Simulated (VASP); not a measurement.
Here is the system:

```xyz
2
Lattice="1.6150 -2.7973 0.0000 1.6150 2.7973 0.0000 0.0000 0.0000 5.1500" Properties=species:S:1:pos:R:3 pbc="T T T"
Zr     1.6150     0.9324     1.2875
Zr     1.6150    -0.9324     3.8625
```

These are vdW-DF-cx, VASP's PBE PAW potentials (set 64) (plane waves; VASP) values and carry that method's errors. Run with 520 eV cut-off, 12×12×7 Γ-centred mesh, first-order Methfessel-Paxton smearing of 0.10 eV, potentials Zr_sv.

Energy and stress use the plane-wave basis of the starting cell.

**Question.** The ions, cell shape and volume are relaxed. What does this cell relax into?

**Answer.** 
```xyz
2
Lattice="1.5929 -2.7590 0.0000 1.5929 2.7590 0.0000 0.0000 0.0000 5.1347" Properties=species:S:1:pos:R:3 pbc="T T T"
Zr     1.5929     0.9197     1.2837
Zr     1.5929    -0.9197     3.8510
```
Space group P6_3/mmc (194), at a tolerance of 0.03 Å.

**Question.** How do energy and volume change from the first to the last step?

**Answer.** The energy (σ→0) changes by -6.8 meV/atom and the volume by -3.0 %, in 5 ionic steps.

```
step  E(σ→0) (eV)  max force (eV/Å)  pressure (GPa)  volume (Å³)
----  -----------  ----------------  --------------  -----------
1        -12.3823             0.000           -2.78        46.53
2        -12.3838             0.000            2.98        43.86
3        -12.3951             0.000            0.03        45.14
4        -12.3957             0.000            0.01        45.14
5        -12.3960             0.000           -0.01        45.13
```

The compound is Zr in the hcp structure. This run relaxes it. Symmetry was kept, so distortions that lower it aren't found.
